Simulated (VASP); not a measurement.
OSZICAR of a VASP run on MoTe$_{2}$ (space group P6_3/mmc):

### OSZICAR
```
       N       E                     dE             d eps       ncg     rms          rms(c)
DAV:   1     0.281351098656E+03    0.28135E+03   -0.21576E+04  1116   0.985E+02
DAV:   2    -0.208537992465E+02   -0.30220E+03   -0.29554E+03  1102   0.282E+02
DAV:   3    -0.362850909180E+02   -0.15431E+02   -0.15277E+02  1060   0.547E+01
DAV:   4    -0.367138619184E+02   -0.42877E+00   -0.42701E+00  1116   0.877E+00
DAV:   5    -0.367242158622E+02   -0.10354E-01   -0.10348E-01  1079   0.137E+00    0.245E+01
DAV:   6    -0.359296009764E+02    0.79461E+00   -0.56935E+00  1071   0.124E+01    0.983E+00
DAV:   7    -0.359030013822E+02    0.26600E-01   -0.55901E+00   981   0.929E+00    0.594E+00
DAV:   8    -0.355946538116E+02    0.30835E+00   -0.14684E+00  1017   0.542E+00    0.308E+00
DAV:   9    -0.356003084165E+02   -0.56546E-02   -0.18790E-01  1126   0.192E+00    0.135E+00
DAV:  10    -0.355948645658E+02    0.54439E-02   -0.38817E-02  1044   0.104E+00    0.390E-01
DAV:  11    -0.355950794293E+02   -0.21486E-03   -0.14125E-03  1045   0.186E-01    0.259E-01
DAV:  12    -0.355950361362E+02    0.43293E-04   -0.33193E-04  1096   0.695E-02    0.154E-01
DAV:  13    -0.355950056906E+02    0.30446E-04   -0.12985E-04  1086   0.598E-02    0.676E-02
DAV:  14    -0.355950078725E+02   -0.21819E-05   -0.54550E-06   906   0.114E-02    0.515E-02
DAV:  15    -0.355950066827E+02    0.11899E-05   -0.95874E-07   674   0.531E-03    0.287E-02
DAV:  16    -0.355950055447E+02    0.11379E-05   -0.27273E-06   735   0.705E-03    0.104E-02
DAV:  17    -0.355950054355E+02    0.10928E-06   -0.18756E-07   567   0.209E-03
   1 F= -.35595005E+02 E0= -.35594992E+02  d E =-.262897E-04
```

Q: Which electronic solver shows in the log?

A: It is blocked Davidson (ALGO = Normal, or the opening steps of other solvers). The INCAR had ALGO = Normal.

Q: Can the final energy be trusted as converged?

A: The calculation finished and met its thresholds. It stopped with EDIFF = 1E-6, NELM = 100 (PBE GGA, plane waves, VASP's PBE PAW potentials (set 64)).

The structure is a typed MoTe2 crystal. The cell was not relaxed at this level, and its volume differs by -5.9 % from the start's.
